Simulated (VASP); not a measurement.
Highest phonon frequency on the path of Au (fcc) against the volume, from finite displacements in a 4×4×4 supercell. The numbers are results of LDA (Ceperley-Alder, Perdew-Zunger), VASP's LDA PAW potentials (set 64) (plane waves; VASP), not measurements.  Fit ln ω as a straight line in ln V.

```json
[
 {"V (Å³/atom)": "16.632", "ln(ω/cm⁻¹)": "5.0741"},
 {"V (Å³/atom)": "16.965", "ln(ω/cm⁻¹)": "5.0155"},
 {"V (Å³/atom)": "17.298", "ln(ω/cm⁻¹)": "4.9553"},
 {"V (Å³/atom)": "17.63", "ln(ω/cm⁻¹)": "4.8931"}
]
```

Fit the rows as the text says and predict the value at 16.3.

The slope is -3.10, a Grüneisen parameter of 3.10 for this mode. The line misses the rows by up to 0.0016 and gives 5.1382 at 16.3. The run gave 5.1316, -0.0066 from the line.

Runs of the series that failed, ran out of time, didn't relax or are held back are left out.

The compound is Au in the fcc structure.
